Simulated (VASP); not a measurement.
All values below come from PBEsol GGA, VASP's PBE PAW potentials (set 64) (plane waves; VASP).

Input for VASP

### POSCAR
```
Tl2Rh3S2
1
    2.8478850000     1.6442270000     4.6982070000
   -2.8478850000     1.6442270000     4.6982070000
    0.0000000000    -3.2884540000     4.6982070000
Tl Rh S
2 3 2
Direct
  0.0060160000   0.0176840000  -0.0029150000
  0.4988290000   0.5007180000   0.4970320000
  0.4928240000  -0.0058840000  -0.0026620000
  0.0095900000   0.4843390000   0.0077790000
 -0.0067530000  -0.0046600000   0.5028050000
  0.7142560000   0.7233540000   0.7157330000
  0.2852370000   0.2844480000   0.2822280000
```

INCAR:
```
SYSTEM = Tl2Rh3S2
PREC = Accurate; ENCUT = 300; LREAL = .FALSE.
LASPH = .TRUE.
EDIFF = 1E-6; NELM = 100; ALGO = Normal
LMAXMIX = 4
ISMEAR = -1; SIGMA = 0.1
GGA = PS
ISIF = 2
LWAVE = .FALSE.; LCHARG = .FALSE.
```

### KPOINTS
```
Automatic mesh
0
Gamma
5 5 5
0 0 0
```

POTCAR, in this order: Tl_d Rh_pv S (PBE.64 set). Program: vasp_std.

The resulting files:

### OSZICAR
```
       N       E                     dE             d eps       ncg     rms          rms(c)
DAV:   1     0.604270598292E+03    0.60427E+03   -0.36142E+04  7334   0.114E+03
DAV:   2    -0.122173236298E+02   -0.61649E+03   -0.59595E+03  6832   0.373E+02
DAV:   3    -0.415273068101E+02   -0.29310E+02   -0.28626E+02  7105   0.784E+01
DAV:   4    -0.420934005984E+02   -0.56609E+00   -0.56474E+00  6812   0.104E+01
DAV:   5    -0.421032140675E+02   -0.98135E-02   -0.98051E-02  7256   0.135E+00    0.223E+01
DAV:   6    -0.410685426465E+02    0.10347E+01   -0.47538E+00  6606   0.137E+01    0.111E+01
DAV:   7    -0.408570383740E+02    0.21150E+00   -0.22158E+00  6781   0.904E+00    0.748E+00
DAV:   8    -0.407133364873E+02    0.14370E+00   -0.57332E-01  6716   0.482E+00    0.165E+00
DAV:   9    -0.407246004843E+02   -0.11264E-01   -0.14976E-01  6839   0.333E+00    0.134E+00
DAV:  10    -0.407052885327E+02    0.19312E-01   -0.59109E-02  6696   0.211E+00    0.374E-01
DAV:  11    -0.407048633495E+02    0.42518E-03   -0.64257E-03  6887   0.493E-01    0.157E-01
DAV:  12    -0.407049550581E+02   -0.91709E-04   -0.16363E-03  6826   0.411E-01    0.125E-01
DAV:  13    -0.407047836965E+02    0.17136E-03   -0.53474E-04  6743   0.248E-01    0.337E-02
DAV:  14    -0.407047889778E+02   -0.52813E-05   -0.38113E-05  6937   0.430E-02    0.176E-02
DAV:  15    -0.407047893716E+02   -0.39379E-06   -0.46781E-06  5610   0.210E-02
   1 F= -.40704789E+02 E0= -.40640206E+02  d E =-.129166E+00
```

OUTCAR:
```
------------------------ aborting loop because EDIFF is reached ----------------------------------------
  FORCE on cell =-STRESS in cart. coord.  units (eV):
  Direction    XX          YY          ZZ          XY          YZ          ZX
  --------------------------------------------------------------------------------------
  Total       -3.3919698     -3.5994017     -3.6299127      0.1208725      0.2096050     -0.2413853
  in kB      -41.1713335    -43.6891186    -44.0594575      1.4671360      2.5441616     -2.9299064
  external PRESSURE =     -42.9733032 kB  Pullay stress =       0.0000000 kB
  volume of cell :      132.00
      direct lattice vectors                 reciprocal lattice vectors
     2.847885000  1.644227000  4.698207000     0.175568887  0.101364755  0.070949052
    -2.847885000  1.644227000  4.698207000    -0.175568887  0.101364755  0.070949052
     0.000000000 -3.288454000  4.698207000     0.000000000 -0.202729510  0.070949052
 POSITION                                       TOTAL-FORCE (eV/Angst)
 -----------------------------------------------------------------------------------
     -0.03323     -3.23990      4.79586         0.053663     -0.157736     -1.293555
     -0.00538      0.00902      7.03124         0.002887     -0.025826      0.089531
     -1.42762     -0.83483     11.67165         0.242627     -0.085226      0.931106
     -1.35203      0.78655      2.35713        -1.342597      0.667938     -0.043391
     -0.00596      1.61624     11.70508         0.149314      0.160339      0.802141
     -0.02591      0.01010     10.11685         0.546678     -0.280362      0.551044
      0.00225      0.00860      4.00246         0.347427     -0.279128     -1.036876
 -----------------------------------------------------------------------------------
    total drift:                               -0.000599      0.001264      0.000660
  FREE ENERGIE OF THE ION-ELECTRON SYSTEM (eV)
  ---------------------------------------------------
  free  energy   TOTEN  =       -40.7047893716 eV

  energy  without entropy=      -40.5756234148  energy(sigma->0) =      -40.64020639
```
(Selected blocks of OUTCAR.)

At this cut-off the stress carries a Pulay error, which pulls relaxed volumes low.

The structure comes from a computed database's Tl2Rh3S2 entry (R-3m); how it stands against other phases isn't given here. The cell was not relaxed at this level, atoms are displaced from their ideal sites. The electron count is odd and the run is not spin-polarised, which forces a metal.
